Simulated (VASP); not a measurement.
Input:

```
CELL_PARAMETERS angstrom
      0.00000     2.75546     2.75546
      2.75546     0.00000     2.75546
      2.75546     2.75546     0.00000
ATOMIC_POSITIONS crystal
  Ag 0.00000 0.00000 0.00000
  Cl 0.50000 0.50000 0.50000
```

Method: PBE GGA with D4 dispersion, VASP's PBE PAW potentials (set 64) (plane waves; VASP). Numerical set-up: 520 eV cut-off, Gaussian smearing of 0.050 eV, potentials Ag Cl.

Task: Give the energies of bands 2 to 11 at the high-symmetry points, in eV from the valence-band maximum.

Result: 
```
band      Γ      X      U      L      W
----  -----  -----  -----  -----  -----
2     -2.52  -4.46  -4.35  -5.40  -4.33
3     -2.52  -3.16  -4.31  -4.28  -4.12
4     -2.52  -3.16  -3.90  -4.28  -4.12
5     -2.48  -2.86  -2.38  -2.13  -2.05
6     -2.48  -2.28  -2.07  -2.13  -2.05
7     -2.40  -2.01  -1.89  -1.81  -2.01
8     -2.40  -2.01  -1.70   0.00  -2.00
9     -2.40  -1.91  -1.08   0.00  -1.22
10     0.91   2.35   3.61   4.19   4.23
11    10.85   8.00   7.26   6.64   7.90
```

The gap is indirect, 0.91 eV, from the valence maximum at L to the conduction minimum at Γ.

The compound is AgCl in the rock salt structure. It was relaxed first.
